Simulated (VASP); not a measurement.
Here is the system:

```
Be3HgTe4
1.0
    5.91941     0.00000     0.00000
    0.00000     5.91941     0.00000
    0.00000     0.00000     5.91941
Hg Te Be
1 4 3
Direct
  0.00000   0.00000   0.00000
  0.27014   0.27014   0.27014
  0.72986   0.72986   0.27014
  0.72986   0.27014   0.72986
  0.27014   0.72986   0.72986
  0.50000   0.50000   0.00000
  0.50000   0.00000   0.50000
  0.00000   0.50000   0.50000
```

These are PBE GGA, VASP's PBE PAW potentials (set 64) (plane waves; VASP) values and carry that method's errors. Numerical set-up: 400 eV cut-off, Gaussian smearing of 0.050 eV, potentials Hg Te Be.

Unless said otherwise, spin-orbit coupling is left out, though it shifts the bands of the heavy elements here.

### Question
Give the energies of bands 12 to 25 at the high-symmetry points, in eV from the valence-band maximum.

### Answer

```json
[
 {"band": "12", "Γ": "-4.74", "X": "-3.60", "M": "-4.12", "R": "-5.13"},
 {"band": "13", "Γ": "-2.56", "X": "-3.25", "M": "-4.02", "R": "-5.13"},
 {"band": "14", "Γ": "-2.56", "X": "-3.08", "M": "-3.01", "R": "-1.68"},
 {"band": "15", "Γ": "-2.56", "X": "-3.08", "M": "-2.98", "R": "-1.68"},
 {"band": "16", "Γ": "-2.46", "X": "-2.98", "M": "-2.76", "R": "-1.30"},
 {"band": "17", "Γ": "-2.46", "X": "-2.48", "M": "-2.76", "R": "-1.30"},
 {"band": "18", "Γ": "-2.46", "X": "-1.81", "M": "-1.89", "R": "-1.30"},
 {"band": "19", "Γ": "0.00", "X": "-1.81", "M": "-1.10", "R": "-0.45"},
 {"band": "20", "Γ": "0.00", "X": "-0.99", "M": "-0.71", "R": "-0.45"},
 {"band": "21", "Γ": "0.00", "X": "-0.99", "M": "-0.71", "R": "-0.45"},
 {"band": "22", "Γ": "0.99", "X": "2.25", "M": "2.85", "R": "1.16"},
 {"band": "23", "Γ": "2.19", "X": "2.90", "M": "3.11", "R": "2.44"},
 {"band": "24", "Γ": "2.19", "X": "3.18", "M": "3.11", "R": "2.44"},
 {"band": "25", "Γ": "2.19", "X": "3.55", "M": "4.00", "R": "2.44"}
]
```

The gap is direct, 0.99 eV, from the valence maximum at Γ to the conduction minimum at Γ.

The structure was generated: Be3HgTe4 was put into an ordered model structure (P-43m), which need not be its known phase. It was relaxed first.
